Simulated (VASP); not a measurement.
A convergence study with VASP on BAs (zinc blende): one setting is varied, all else stays as given below, so the limit is that of these other settings.

```yaml
crystal:
  lattice:
    - [0.00000, 2.39000, 2.39000]
    - [2.39000, 0.00000, 2.39000]
    - [2.39000, 2.39000, 0.00000]
  atoms:
    - { symbol: B, position: [0.00000, 0.00000, 0.00000] }
    - { symbol: As, position: [0.25000, 0.25000, 0.25000] }
```

All values below come from PBE GGA, VASP's PBE PAW potentials (set 64) (plane waves; VASP). The tightest run used: 700 eV cut-off, 19×19×19 Γ-centred mesh, tetrahedra with Blöchl corrections, potentials B As.

Gaps are read on the run's mesh, which can miss a band edge.

Q: The settings run are 3×3×3 mesh; 4×4×4 mesh; 5×5×5 mesh; 6×6×6 mesh; 7×7×7 mesh; 8×8×8 mesh; 9×9×9 mesh; 10×10×10 mesh; 11×11×11 mesh; 12×12×12 mesh; 13×13×13 mesh; 14×14×14 mesh; 15×15×15 mesh; 16×16×16 mesh; 17×17×17 mesh; 18×18×18 mesh; 19×19×19 mesh. From which on does the energy per atom stay within 0.005 eV/atom of the tightest run?

A: From 7×7×7 mesh on: it is off by 0.0034 there and by no more than 0.005 in any finer run, while 6×6×6 mesh is off by 0.0096.
| setting | E (eV/atom) | pressure (GPa) | gap on the mesh (eV) | irreducible k-points | difference judged (eV/atom) |
|---|---|---|---|---|---|
| 3×3×3 mesh | -5.3853 | 5.53 | 1.239 | 4 | 0.3195 |
| 4×4×4 mesh | -5.6153 | 3.76 | 1.413 | 8 | 0.0894 |
| 5×5×5 mesh | -5.6766 | 3.32 | 1.172 | 10 | 0.0281 |
| 6×6×6 mesh | -5.6952 | 3.20 | 1.274 | 16 | 0.0096 |
| 7×7×7 mesh | -5.7013 | 3.17 | 1.198 | 20 | 0.0034 |
| 8×8×8 mesh | -5.7035 | 3.16 | 1.191 | 29 | 0.0013 |
| 9×9×9 mesh | -5.7042 | 3.16 | 1.229 | 35 | 0.0005 |
| 10×10×10 mesh | -5.7045 | 3.16 | 1.178 | 47 | 0.0002 |
| 11×11×11 mesh | -5.7047 | 3.16 | 1.207 | 56 | 0.0001 |
| 12×12×12 mesh | -5.7047 | 3.16 | 1.185 | 72 | 0.0000 |
| 13×13×13 mesh | -5.7047 | 3.16 | 1.183 | 84 | 0.0000 |
| 14×14×14 mesh | -5.7047 | 3.16 | 1.199 | 104 | 0.0000 |
| 15×15×15 mesh | -5.7047 | 3.16 | 1.178 | 120 | 0.0000 |
| 16×16×16 mesh | -5.7047 | 3.16 | 1.192 | 145 | 0.0000 |
| 17×17×17 mesh | -5.7047 | 3.16 | 1.182 | 165 | 0.0000 |
| 18×18×18 mesh | -5.7047 | 3.16 | 1.180 | 195 | 0.0000 |
| 19×19×19 mesh | -5.7047 | 3.16 | 1.190 | 220 | 0.0000 |

Left out are rungs that failed or repeat a setting and relaxations that didn't move; long series are thinned to 24 rows.

The compound is BAs in the zinc blende structure. The cell was not relaxed at this level.
